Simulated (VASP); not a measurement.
Mg:

```
Mg
1.0
     3.18000    0.00000    0.00000
    -1.59000    2.75396    0.00000
     0.00000    0.00000    5.16000
Mg
2
Direct
  0.33333 0.66667 0.25000
  0.66667 0.33333 0.75000
```

The cell was built by a generator and needn't be a form met in nature.

```yaml
Program: VASP 6.6.1
Task: relaxation of cell and atoms
Functional: LDA
Potentials_or_basis: VASP PAW LDA potentials, release 64 (Mg)
Cutoff: 600 eV
k_mesh: 16 × 16 × 8
Occupations: methfessel-paxton, width 0.1 eV
Spin: no spin polarisation
```

At the start: pressure -1.9 GPa; volume 22.59 Å³/atom.

Question: How do energy, volume and symmetry change on relaxing?

Answer: Over 6 steps the energy falls by 7.5 meV/atom and the volume is 21.42 Å³/atom (-5.2 %); space group P6_3/mmc (No. 194, to 0.05 Å).

Step by step:
| step | energy change (eV) | largest force (eV/Å) | pressure (GPa) | volume (Å³) |
| --- | --- | --- | --- | --- |
| 1 | 0.0000 | 0.0000 | -1.93 | 45.19 |
| 2 | -0.0138 | 0.0000 | -0.51 | 43.43 |
| 3 | -0.0148 | 0.0000 | -0.01 | 42.89 |
| 4 | -0.0148 | 0.0000 | 0.04 | 42.84 |
| 5 | -0.0149 | 0.0000 | 0.04 | 42.84 |
| 6 | -0.0149 | 0.0000 | 0.03 | 42.84 |

Final structure:
```
CELL_PARAMETERS angstrom
3.13323 0.00000 0.00000
-1.56661 2.71346 0.00000
0.00000 0.00000 5.03938
ATOMIC_POSITIONS crystal
Mg 0.33333 0.66667 0.25000
Mg 0.66667 0.33333 0.75000
```
